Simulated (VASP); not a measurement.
Output of a VASP run:

**OUTCAR**
```
 ion  position               nearest neighbor table
   1  0.000  0.000  0.000-   2 2.45   2 2.45   2 2.45   2 2.45
   2  0.250  0.250  0.250-   1 2.45   1 2.45   1 2.45   1 2.45
  LATTYP: Found a face centered cubic cell.
 ALAT       =     5.6654566258
 Subroutine PRICEL returns:
 Original cell was already a primitive cell.
 Subroutine GETGRP returns: Found 24 space group operations
The static configuration has the point symmetry T_d .
The dynamic configuration has the point symmetry T_d .
 Subroutine INISYM returns: Found 24 space group operations
 Subroutine IBZKPT returns following result:
 Found     29 irreducible k-points:

 Following reciprocal coordinates:
            Coordinates               Weight
  0.000000  0.000000  0.000000      1.000000
  0.125000  0.000000  0.000000      8.000000
  0.250000  0.000000  0.000000      8.000000
  0.375000  0.000000  0.000000      8.000000
  0.500000  0.000000  0.000000      4.000000
  0.125000  0.125000  0.000000      6.000000
  0.250000  0.125000  0.000000     24.000000
  0.375000  0.125000  0.000000     24.000000
  0.500000  0.125000  0.000000     24.000000
 -0.375000  0.125000  0.000000     24.000000
 -0.250000  0.125000  0.000000     24.000000
 -0.125000  0.125000  0.000000     12.000000
  0.250000  0.250000  0.000000      6.000000
  0.375000  0.250000  0.000000     24.000000
  0.500000  0.250000  0.000000     24.000000
 -0.375000  0.250000  0.000000     24.000000
 -0.250000  0.250000  0.000000     12.000000
  0.375000  0.375000  0.000000      6.000000
  0.500000  0.375000  0.000000     24.000000
 -0.375000  0.375000  0.000000     12.000000
  0.500000  0.500000  0.000000      3.000000
  0.375000  0.250000  0.125000     24.000000
  0.500000  0.250000  0.125000     48.000000
 -0.375000  0.250000  0.125000     24.000000
  0.500000  0.375000  0.125000     24.000000
 -0.375000  0.375000  0.125000     48.000000
 -0.250000  0.375000  0.125000     24.000000
 -0.375000  0.500000  0.125000     12.000000
 -0.250000  0.500000  0.250000      6.000000
   k-points           NKPTS =     29   k-points in BZ     NKDIM =     29   number of bands    NBANDS=     13
   number of dos      NEDOS =    301   number of ions     NIONS =      2
   total plane-waves  NPLWV =  27000
   dimension x,y,z NGX =    30 NGY =   30 NGZ =   30
   dimension x,y,z NGXF=    60 NGYF=   60 NGZF=   60
   ions per type =               1   1
   PREC   = accura    normal or accurate (medium, high low for compatibility)
   ISTART =      0    job   : 0-new  1-cont  2-samecut
   ICHARG =      2    charge: 1-file 2-atom 10-const
   ISPIN  =      1    spin polarized calculation?
   LNONCOLLINEAR =      F non collinear calculations
   LSORBIT =      F    spin-orbit coupling
   INIWAV =      1    electr: 0-lowe 1-rand  2-diag
   ENCUT  =  500.0 eV  36.75 Ry    6.06 a.u.   7.30  7.30  7.30*2*pi/ulx,y,z
   NELM   =    100;   NELMIN=  2; NELMDL= -5     # of ELM steps
   EDIFF  = 0.1E-05   stopping-criterion for ELM
   LREAL  =      F    real-space projection
   NLSPLINE    = F    spline interpolate recip. space projectors
   LMAXMIX     =    4 max onsite mixed and CHGCAR
   VOSKOWN=      0    Vosko Wilk Nusair interpolation
   EDIFFG = -.2E-01   stopping-criterion for IOM
   NSW    =     40    number of steps for IOM
   NBLOCK =      1;   KBLOCK =     40    inner block; outer block
   IBRION =      2    ionic relax: 0-MD 1-quasi-New 2-CG
   NFREE  =      1    steps in history (QN), initial steepest desc. (CG)
   ISIF   =      3    stress and relaxation
   ISYM   =      2    0-nonsym 1-usesym 2-fastsym
   TEIN   =    0.0    initial temperature
   TEBEG  =    0.0;   TEEND  =   0.0 temperature during run
   SMASS  =  -3.00    Nose mass-parameter (am)
   PSTRESS=  200.0 pullay stress
   NELECT =      18.0000    total number of electrons
   EFERMI =   0.00;   METHOD = LEGACY
   ISMEAR =     0;   SIGMA  =   0.05  broadening in eV -4-tet -1-fermi 0-gaus
   IALGO  =     38    algorithm
...
```

### OSZICAR
```
       N       E                     dE             d eps       ncg     rms          rms(c)
DAV:   1     0.111820835033E+03    0.11182E+03   -0.86384E+03   762   0.154E+03
DAV:   2    -0.322213569877E+00   -0.11214E+03   -0.10863E+03   769   0.326E+02
DAV:   3    -0.812080975248E+01   -0.77986E+01   -0.77433E+01   979   0.900E+01
DAV:   4    -0.830528132664E+01   -0.18447E+00   -0.18439E+00   856   0.151E+01
DAV:   5    -0.831309514175E+01   -0.78138E-02   -0.78135E-02  1097   0.279E+00    0.631E+00
DAV:   6    -0.797931814575E+01    0.33378E+00   -0.49537E-01  1123   0.172E+01    0.343E+00
DAV:   7    -0.792341377751E+01    0.55904E-01   -0.20820E-01  1076   0.610E+00    0.746E-01
DAV:   8    -0.792130302125E+01    0.21108E-02   -0.23156E-02   936   0.235E+00    0.405E-01
DAV:   9    -0.792137332627E+01   -0.70305E-04   -0.13706E-03   919   0.358E-01    0.222E-01
DAV:  10    -0.792143742121E+01   -0.64095E-04   -0.27881E-04  1041   0.402E-01    0.100E-01
DAV:  11    -0.792145360790E+01   -0.16187E-04   -0.10210E-04  1049   0.227E-01    0.482E-02
DAV:  12    -0.792144976556E+01    0.38423E-05   -0.16065E-05  1004   0.673E-02    0.851E-03
DAV:  13    -0.792144974289E+01    0.22669E-07   -0.23192E-06   776   0.117E-02
   1 F= -.22464718E+01 E0= -.22464718E+01  d E =-.224647E+01
```

### OUTCAR
```
------------------------ aborting loop because EDIFF is reached ----------------------------------------
  FORCE on cell =-STRESS in cart. coord.  units (eV):
  Direction    XX          YY          ZZ          XY          YZ          ZX
  --------------------------------------------------------------------------------------
  Total        5.6948332      5.6948332      5.6948332     -0.0000000      0.0000000      0.0000000
  in kB      200.6997483    200.6997483    200.6997483     -0.0000000      0.0000000      0.0000000
  external PRESSURE =       0.6997483 kB  Pullay stress =     200.0000000 kB
  volume of cell :       45.46
      direct lattice vectors                 reciprocal lattice vectors
     0.000000000  2.832728313  2.832728313    -0.176508279  0.176508279  0.176508279
     2.832728313  0.000000000  2.832728313     0.176508279 -0.176508279  0.176508279
     2.832728313  2.832728313  0.000000000     0.176508279  0.176508279 -0.176508279
  FREE ENERGIE OF THE ION-ELECTRON SYSTEM (eV)
  ---------------------------------------------------
  free  energy   TOTEN  =        -7.9214497429 eV

  energy  without entropy=       -7.9214497429  energy(sigma->0) =       -7.92144974
  enthalpy is  TOTEN    =        -2.2464717870 eV   P V=        5.6749779559

 reached required accuracy - stopping structural energy minimisation
```
(Selected blocks of OUTCAR.)

File POSCAR:
```
InAs
1
   -0.0000000000     2.8327283129     2.8327283129
    2.8327283129    -0.0000000000     2.8327283129
    2.8327283129     2.8327283129    -0.0000000000
In As
1 1
Direct
  0.0000000000   0.0000000000   0.0000000000
  0.2500000000   0.2500000000   0.2500000000
```

Problem. Write an INCAR and KPOINTS that could have produced this output.

Solution. One answer among several that fit: the input of the run itself, PBEsol GGA, plane waves, VASP's PBE PAW potentials (set 64).

KPOINTS:
```
kpoints
0
Gamma
 8 8 8
```

INCAR:
```
LWAVE = .FALSE.
ENCUT = 500   ! plane-wave cut-off (eV)
SIGMA = 0.05   ! width (eV)
SYSTEM = InAs
GGA = PS
PSTRESS = 200   ! kbar
LMAXMIX = 4
ISIF = 3   ! ions, shape and volume
PREC = Accurate
EDIFFG = -0.02
LASPH = .TRUE.
LCHARG = .FALSE.
IBRION = 2
LREAL = .FALSE.
NELM = 100   ! most electronic steps
NSW = 40   ! most ionic steps
EDIFF = 1E-6
ISMEAR = 0   ! Gaussian
ALGO = Normal
```

POTCAR, in this order: In_d As (PBE.64 set). Program: vasp_std.

The structure was generated: InAs was put into the zinc blende type (F-43m), which need not be its known phase. It was relaxed first under an external pressure of 20 GPa.
